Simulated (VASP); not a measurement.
# TiOs2 (P4/nmm) in VASP: further runs

Aim: see how the results for TiOs2 move with the level of theory and the settings. Levels: PBE, LDA. Tasks: relaxation of cell and atoms, relaxation of the atoms.

Program: VASP 6.6.1. These are calculated values, not measurements. Logs are shortened: lines on timing, memory, paths and dates and some standing lists are left out, and cuts for length are marked.

**1. The structure**

The structure is tetragonal, space group P4/nmm (No. 129). The conventional cell has a = 3.022 Å, b = 3.022 Å, c = 9.146 Å, α = 90.00°, β = 90.00°, γ = 90.00°. Around Ti (site symmetry 4mm) lie 5 Os at 2.40 to 2.54 Å. Os (site symmetry 4mm) has 4 Ti at 2.40 Å and 4 Os at 2.58 Å as nearest neighbours. Os (site symmetry 4mm) has 9 Os at 2.53 to 2.81 Å and 1 Ti at 2.54 Å as nearest neighbours.

The cell was built by a generator and needn't be a form met in nature.

**2. Relaxation of cell and atoms, PBE**

File INCAR:

```
SYSTEM = TiOs2
PREC     = Accurate       ! precision mode
ENCUT    = 600            ! plane-wave cutoff, eV
EDIFF    = 1E-7           ! SCF threshold, eV
ISMEAR   = 1              ! smearing method
SIGMA    = 0.2            ! smearing width, eV
LREAL    = .False.        ! projectors in reciprocal space
LASPH    = .True.         ! aspherical terms in the spheres
NELM     = 80             ! most SCF steps
ALGO     = Normal         ! electronic algorithm
ISIF     = 3              ! what is computed and relaxed
LWAVE    = .False.        ! write WAVECAR
LCHARG   = .False.        ! write CHGCAR
GGA      = PE             ! functional
IBRION   = 2              ! ionic algorithm
NSW      = 40             ! ionic steps
EDIFFG   = -0.01          ! ionic threshold
```

File KPOINTS:

```
regular mesh
0
Gamma
  9 9 3
  0 0 0
```

File POSCAR:

```
TiOs2
1.0
    3.0219258000      0.0000000000      0.0000000000
    0.0000000000      3.0219258000      0.0000000000
    0.0000000000      0.0000000000      9.1458031700
Ti Os
2 4
Direct
    0.0000000000      0.5000000000      0.6478056900
    0.5000000000      0.0000000000      0.3521943100
    0.5000000000      0.0000000000      0.7668342600
    0.0000000000      0.5000000000      0.2331657400
    0.0000000000      0.5000000000      0.9256590600
    0.5000000000      0.0000000000      0.0743409400
```

Potentials or basis: VASP PAW PBE potentials, release 64 (Ti_sv, Os).

Run with:

```console
$ cat potpaw_PBE.64/Ti_sv/POTCAR potpaw_PBE.64/Os/POTCAR > POTCAR
$ mpirun -np 1 vasp_std > vasp.out
```

OUTCAR:

```text
SYSTEM = TiOs2
   PREC = Accurate
   ENCUT = 600
   EDIFF = 1E-7
   ISMEAR = 1
   LREAL = .False.
   LASPH = .True.
   NELM = 80
   ISIF = 3
   GGA = PE
   IBRION = 2
   NSW = 40
   EDIFFG = -0.01

 ion  position               nearest neighbor table
   1  0.000  0.500  0.648-   3 2.40   3 2.40   3 2.40   3 2.40   5 2.54
   2  0.500  0.000  0.352-   4 2.40   4 2.40   4 2.40   4 2.40   6 2.54
   3  0.500  0.000  0.767-   1 2.40   1 2.40   1 2.40   1 2.40   5 2.58   5 2.58   5 2.58   5 2.58
                             6 2.81
   4  0.000  0.500  0.233-   2 2.40   2 2.40   2 2.40   2 2.40   6 2.58   6 2.58   6 2.58   6 2.58
                             5 2.81
   5  0.000  0.500  0.926-   6 2.53   6 2.53   6 2.53   6 2.53   1 2.54   3 2.58   3 2.58   3 2.58
                             3 2.58   4 2.81
   6  0.500  0.000  0.074-   5 2.53   5 2.53   5 2.53   5 2.53   2 2.54   4 2.58   4 2.58   4 2.58
                             4 2.58   3 2.81

  LATTYP: Found a simple tetragonal cell.
 ALAT       =     3.0219258000
 C/A-ratio  =     3.0264817124

  Lattice vectors:

 A1 = (   3.0219258000,   0.0000000000,   0.0000000000)
 A2 = (   0.0000000000,   3.0219258000,   0.0000000000)
 A3 = (   0.0000000000,   0.0000000000,   9.1458031700)

Analysis of symmetry for initial positions (statically):
=====================================================================
 Subroutine PRICEL returns:
 Original cell was already a primitive cell.

 Routine SETGRP: Setting up the symmetry group for a
 simple tetragonal supercell.

 Subroutine GETGRP returns: Found 16 space group operations
 (whereof  8 operations were pure point group operations)
 out of a pool of 16 trial point group operations.

The static configuration has the point symmetry D_2d.
 The point group associated with its full space group is D_4h.

Analysis of symmetry for dynamics (positions and initial velocities):
=====================================================================
 Subroutine PRICEL returns:
 Original cell was already a primitive cell.

 Routine SETGRP: Setting up the symmetry group for a
 simple tetragonal supercell.

 Subroutine GETGRP returns: Found 16 space group operations
 (whereof  8 operations were pure point group operations)
 out of a pool of 16 trial point group operations.

The dynamic configuration has the point symmetry D_2d.
 The point group associated with its full space group is D_4h.

 Subroutine INISYM returns: Found 16 space group operations
 (whereof  8 operations are pure point group operations),
 and found     1 'primitive' translations

----------------------------------------------------------------------------------------

                                     Primitive cell

  volume of cell :      83.5198

  direct lattice vectors                    reciprocal lattice vectors
     3.021925800  0.000000000  0.000000000     0.330914809  0.000000000  0.000000000
     0.000000000  3.021925800  0.000000000     0.000000000  0.330914809  0.000000000
     0.000000000  0.000000000  9.145803170     0.000000000  0.000000000  0.109339768

  length of vectors
     3.021925800  3.021925800  9.145803170     0.330914809  0.330914809  0.109339768

  position of ions in fractional coordinates (direct lattice)
     0.000000000  0.500000000  0.647805690
     0.500000000  0.000000000  0.352194310
     0.500000000  0.000000000  0.766834260
     0.000000000  0.500000000  0.233165740
     0.000000000  0.500000000  0.925659060
     0.500000000  0.000000000  0.074340940

  ion indices of the primitive-cell ions
   primitive index   ion index
                 1           1
                 2           2
                 3           3
                 4           4
                 5           5
                 6           6

----------------------------------------------------------------------------------------

 KPOINTS: regular mesh

Automatic generation of k-mesh.
 Grid dimensions read from file:
 generate k-points for:    9    9    3

 Generating k-lattice:

  Cartesian coordinates                     Fractional coordinates (reciprocal lattice)
     0.036768312  0.000000000  0.000000000     0.111111111  0.000000000  0.000000000
     0.000000000  0.036768312  0.000000000     0.000000000  0.111111111  0.000000000
     0.000000000  0.000000000  0.036446589     0.000000000  0.000000000  0.333333333

  Length of vectors
     0.036768312  0.036768312  0.036446589

  Shift w.r.t. Gamma in fractional coordinates (k-lattice)
     0.000000000  0.000000000  0.000000000

 Subroutine IBZKPT returns following result:
 ===========================================

 Found     30 irreducible k-points:

 Following reciprocal coordinates:
            Coordinates               Weight
  0.000000  0.000000  0.000000      1.000000
  0.111111  0.000000  0.000000      4.000000
  0.222222  0.000000  0.000000      4.000000
  0.333333  0.000000  0.000000      4.000000
  0.444444  0.000000  0.000000      4.000000
  0.111111  0.111111  0.000000      4.000000
[... 16 lines left out ...]
  0.333333  0.111111  0.333333     16.000000
  0.444444  0.111111  0.333333     16.000000
 [... further k-points ...]
   k-points           NKPTS =     30   k-points in BZ     NKDIM =     30   number of bands    NBANDS=     33
   number of dos      NEDOS =    301   number of ions     NIONS =      6
   total plane-waves  NPLWV =  46080
   dimension x,y,z NGX =    24 NGY =   24 NGZ =   80
   dimension x,y,z NGXF=    48 NGYF=   48 NGZF=  160
   ions per type =               2   4
   NGX,Y,Z   is equivalent  to a cutoff of  13.20, 13.20, 14.54 a.u.
   NGXF,Y,Z  is equivalent  to a cutoff of  26.41, 26.41, 29.08 a.u.
 SYSTEM =  TiOs2
   PREC   = accura    normal or accurate (medium, high low for compatibility)
   ISTART =      0    job   : 0-new  1-cont  2-samecut
   ICHARG =      2    charge: 1-file 2-atom 10-const
   ISPIN  =      1    spin polarized calculation?
   LNONCOLLINEAR =      F non collinear calculations
   LSORBIT =      F    spin-orbit coupling
   LASPH  =      T    aspherical Exc in radial PAW
   ENCUT  =  600.0 eV  44.10 Ry    6.64 a.u.   6.04  6.04 18.27*2*pi/ulx,y,z
   NELM   =     80;   NELMIN=  2; NELMDL= -5     # of ELM steps
   EDIFF  = 0.1E-06   stopping-criterion for ELM
   LREAL  =      F    real-space projection
   EDIFFG = -.1E-01   stopping-criterion for IOM
   NSW    =     40    number of steps for IOM
   IBRION =      2    ionic relax: 0-MD 1-quasi-New 2-CG
   NFREE  =      1    steps in history (QN), initial steepest desc. (CG)
   ISIF   =      3    stress and relaxation
   ISYM   =      2    0-nonsym 1-usesym 2-fastsym
   POTIM  = 0.5000    time-step for ionic-motion
   TEBEG  =    0.0;   TEEND  =   0.0 temperature during run
   PSTRESS=    0.0 pullay stress
   NELECT =      56.0000    total number of electrons
   NUPDOWN=      -1.0000    fix difference up-down
   EMIN   =  10.00;   EMAX   =-10.00  energy-range for DOS
   EFERMI =   0.00;   METHOD = LEGACY
   ISMEAR =     1;   SIGMA  =   0.20  broadening in eV -4-tet -1-fermi 0-gaus
   EFERMI_NEDOS =   21; number of points for ismear=-14 and -15
   IALGO  =     38    algorithm
   IMIX   =      4    mixing-type and parameters
     AMIX     =   0.40;   BMIX     =  1.00
     AMIX_MAG =   1.60;   BMIX_MAG =  1.00
  volume/ion in A,a.u.               =      13.92        93.94
  Fermi-wavevector in a.u.,A,eV,Ry     =   1.432873  2.707737 27.934461  2.053125
  Thomas-Fermi vector in A             =   2.552453
   LORBIT       =      0    0 simple, 1 ext, 2 COOP (PROOUT), +10 PAW based schemes
   GGA     = PE    functional components
   LHFCALC =     F    Hartree Fock is set to
   AEXX    =    0.0000 exact exchange contribution
   IVDW    =     0    specifies the selected vdW correction
   LEPSILON=     F    determine dielectric tensor
   LRPA    =     F    only Hartree local field effects (RPA)
 conjugate gradient relaxation of ions
 non-spin polarized calculation
 Methfessel and Paxton  Order N= 1 SIGMA  =   0.20
  energy-cutoff  :      600.00
  volume of cell :       83.52
 maximum number of plane-waves:      2817
   NGX = 13   NGY = 13   NGZ = 37

--------------------------------------- Ionic step        1  -------------------------------------------

 number of electron      56.0000000 magnetization

 Free energy of the ion-electron system (eV)
  ---------------------------------------------------
  ext. energy  EPLUGINS =         0.00000000
  ---------------------------------------------------
  free energy    TOTEN  =       -55.64458127 eV

  energy without entropy =      -55.63649737  energy(sigma->0) =      -55.64188664

 E-fermi :  10.2871     XC(G=0): -13.3697

 val. band max:       10.2841889664   @ k =   0.4444   0.2222   0.3333
 cond. band min:      10.2916943392   @ k =   0.1111   0.0000   0.0000
 fundamental gap:      0.0075053728
 Fermi energy:        10.2870979994
[... 1775 lines left out ...]
     32       2.9613     -0.03868
     33       3.0692     -0.00734

 [... further k-points ...]

------------------------ aborting loop EDIFF was not reached (unconverged)  ----------------------------

  FORCE on cell =-STRESS in cart. coord.  units (eV):
  Direction    XX          YY          ZZ          XY          YZ          ZX
  --------------------------------------------------------------------------------------
  -------------------------------------------------------------------------------------
  Total      -39.3626724    -39.3626724    -39.6497538      0.0000000     -0.0000000      0.0000000
  in kB     -369.2121276   -369.2121276   -371.9048795      0.0000000     -0.0000000      0.0000000
  external PRESSURE =    -370.1097116 kB  Pullay stress =       0.0000000 kB
[... 61 lines left out ...]
  FREE ENERGIE OF THE ION-ELECTRON SYSTEM (eV)
  ---------------------------------------------------
  free  energy   TOTEN  =       -58.6384425033 eV

  energy  without entropy=      -58.6434796749  energy(sigma->0) =      -58.64012156

[... ionic steps 4 to 24 ...]

--------------------------------------- Ionic step       25  -------------------------------------------

 number of electron      55.9999992 magnetization

------------------------ aborting loop because EDIFF is reached ----------------------------------------
[... 75 lines left out ...]
--------------------------------------- Ionic step       27  -------------------------------------------

 number of electron      55.9999992 magnetization

 Free energy of the ion-electron system (eV)
  ---------------------------------------------------
  ext. energy  EPLUGINS =         0.00000000
  ---------------------------------------------------
  free energy    TOTEN  =       -59.93752940 eV

  energy without entropy =      -59.94265732  energy(sigma->0) =      -59.93923871

 E-fermi :   8.8091     XC(G=0): -13.0886

 val. band max:        8.8033553511   @ k =   0.3333   0.1111   0.3333
 cond. band min:       8.8136527237   @ k =   0.4444   0.0000   0.3333
 fundamental gap:      0.0102973726
 Fermi energy:         8.8091044787
[... 897 lines left out ...]
  FREE ENERGIE OF THE ION-ELECTRON SYSTEM (eV)
  ---------------------------------------------------
  free  energy   TOTEN  =       -59.9375294012 eV

  energy  without entropy=      -59.9426573233  energy(sigma->0) =      -59.93923871

 reached required accuracy - stopping structural energy minimisation
```

Run time: 29 min. Hardware: 1 thread of AMD EPYC 9R45 (Zen 5), shared host; peak memory 0.25 GiB.

Results:

| Item | Value |
| --- | --- |
| Free energy | -59.9375 eV |
| Relaxed volume | 15.18 Å³/atom |
| Relaxed cell | a = 3.176 Å, b = 3.176 Å, c = 9.030 Å, α = 90.00°, β = 90.00°, γ = 90.00° |
| Space group after relaxing (to 0.05 Å) | P4/nmm (No. 129) |
| Energy gained by relaxing | 715.5 meV/atom |
| Ionic steps | 27 |
| Pressure after relaxing | -0.1 GPa |
| Largest force after relaxing | 0.007 eV/Å |
| Band gap on the k mesh | none (metal or under the smearing width) |

Forces in eV/Å, atoms in the order of the input:
```
Ti   0.000  0.000 -0.003
Ti   0.000  0.000  0.003
Os   0.000  0.000  0.001
Os   0.000  0.000 -0.001
Os   0.000  0.000 -0.007
Os   0.000  0.000  0.007
```

Step by step:
```csv
step,energy change (eV),largest force (eV/Å),pressure (GPa),volume (Å³)
1,0.0000,5.7381,64.28,83.52
2,12.1967,2.0932,-37.01,170.81
3,-2.9939,1.3395,-14.05,103.38
4,-3.1913,1.2802,-5.89,99.64
5,-3.2080,1.5037,-2.19,98.18
6,-3.5396,1.6244,-0.15,96.39
7,-3.7445,1.8127,6.06,93.62
8,-3.8636,1.8573,2.50,94.29
9,-3.9332,2.0317,-2.80,95.45
10,-4.0453,1.5009,-2.92,94.77
11,-4.2267,0.4884,-2.46,92.76
12,-4.2409,0.4681,-2.01,92.07
13,-4.2618,0.4144,1.33,90.95
14,-4.2624,0.4023,2.04,90.72
15,-4.2791,0.2636,1.18,90.96
16,-4.2886,0.1468,-0.05,91.34
17,-4.2886,0.1408,-0.02,91.33
18,-4.2897,0.1090,-0.14,91.33
19,-4.2917,0.0567,-0.50,91.31
20,-4.2919,0.0524,-0.66,91.30
21,-4.2925,0.0470,-0.15,91.10
22,-4.2925,0.0448,0.07,91.02
23,-4.2926,0.0386,0.07,91.02
24,-4.2928,0.0196,0.05,91.03
25,-4.2929,0.0274,0.03,91.04
26,-4.2929,0.0203,0.03,91.04
27,-4.2929,0.0075,-0.05,91.06
```

Final structure:
```
Ti Os
1.0
     3.17556    0.00000    0.00000
     0.00000    3.17556    0.00000
     0.00000    0.00000    9.02985
Ti Os
2 4
Direct
  0.00000 0.50000 0.59730
  0.50000 0.00000 0.40270
  0.50000 0.00000 0.74630
  0.00000 0.50000 0.25370
  0.00000 0.50000 0.93155
  0.50000 0.00000 0.06845
```

Levels at points of the mesh, in eV from the Fermi level:
```tsv
k point	band 25	band 26	band 27	band 28	band 29	band 30	band 31	band 32
(0.00, 0.00, 0.00)	-1.27	-0.98	-0.77	-0.38	0.12	0.14	0.14	1.02
```

Spin-orbit coupling is left out, which matters for the levels of Os.

**3. Relaxation of the atoms, LDA**

File INCAR:

```
SYSTEM = TiOs2
PREC     = Accurate       ! precision mode
ENCUT    = 520            ! plane-wave cutoff, eV
EDIFF    = 1E-6           ! SCF threshold, eV
ISMEAR   = 1              ! smearing method
SIGMA    = 0.2            ! smearing width, eV
LREAL    = .FALSE.        ! projectors in reciprocal space
LASPH    = .TRUE.         ! aspherical terms in the spheres
NELM     = 100            ! most SCF steps
ALGO     = Normal         ! electronic algorithm
ISIF     = 2              ! what is computed and relaxed
LWAVE    = .FALSE.        ! write WAVECAR
LCHARG   = .FALSE.        ! write CHGCAR
IBRION   = 2              ! ionic algorithm
NSW      = 40             ! ionic steps
EDIFFG   = -0.02          ! ionic threshold
```

File KPOINTS:

```
Automatic mesh
0
G
  9 9 3
  0 0 0
```

POSCAR is that of step 2.

Potentials or basis: VASP PAW LDA potentials, release 64 (Ti_sv, Os).

Run with:

```console
$ cat potpaw_LDA.64/Ti_sv/POTCAR potpaw_LDA.64/Os/POTCAR > POTCAR
$ mpirun -np 1 vasp_std > vasp.out
```

Run time: 8.7 min. Hardware: 1 thread of AMD EPYC 9R45 (Zen 5), shared host; peak memory 0.18 GiB.

Results (log left out):

* Free energy: -67.0336 eV
* Energy gained by relaxing: 556.7 meV/atom
* Ionic steps: 12
* Pressure after relaxing: 4.9 GPa
* Largest force after relaxing: 0.013 eV/Å
* Band gap on the k mesh: none (metal or under the smearing width)

Forces on the atoms (eV/Å):
```
Ti   0.000  0.000 -0.003
Ti   0.000  0.000  0.003
Os   0.000  0.000 -0.011
Os   0.000  0.000  0.011
Os   0.000  0.000  0.013
Os   0.000  0.000 -0.013
```

Stress tensor (GPa, compression positive):
```
 0.99  0.00  0.00
 0.00  0.99  0.00
 0.00  0.00 12.70
```

The path:
| step | energy change (eV) | largest force (eV/Å) | pressure (GPa) |
| --- | --- | --- | --- |
| 1 | 0.0000 | 4.8799 | 47.83 |
| 2 | -1.9279 | 2.7990 | 29.86 |
| 3 | -2.3641 | 3.9238 | 22.85 |
| 4 | -2.7169 | 2.8084 | 6.34 |
| 5 | -2.8076 | 1.5586 | 11.07 |
| 6 | -3.2379 | 0.8331 | 8.16 |
| 7 | -3.2477 | 0.6988 | 8.08 |
| 8 | -3.3164 | 0.5289 | 6.57 |
| 9 | -3.3264 | 0.4601 | 5.98 |
| 10 | -3.3392 | 0.1428 | 4.96 |
| 11 | -3.3396 | 0.1155 | 5.09 |
| 12 | -3.3403 | 0.0126 | 4.90 |

Final structure:
```xyz
6
Lattice="3.0219 0.0000 0.0000 0.0000 3.0219 0.0000 0.0000 0.0000 9.1458" Properties=species:S:1:pos:R:3 pbc="T T T"
Ti    0.0000    1.5110    5.3588
Ti    1.5110    0.0000    3.7870
Os    1.5110    0.0000    6.7079
Os    3.0219    1.5110    2.4379
Os    0.0000    1.5110    8.4076
Os    1.5110    0.0000    0.7382
```

Levels at points of the mesh, in eV from the Fermi level:
| k point | band 26 | band 27 | band 28 | band 29 | band 30 | band 31 |
| --- | --- | --- | --- | --- | --- | --- |
| (0.00, 0.00, 0.00) | -1.04 | -0.75 | -0.40 | 0.31 | 0.44 | 0.44 |

Spin-orbit coupling is left out, which matters for the levels of Os.
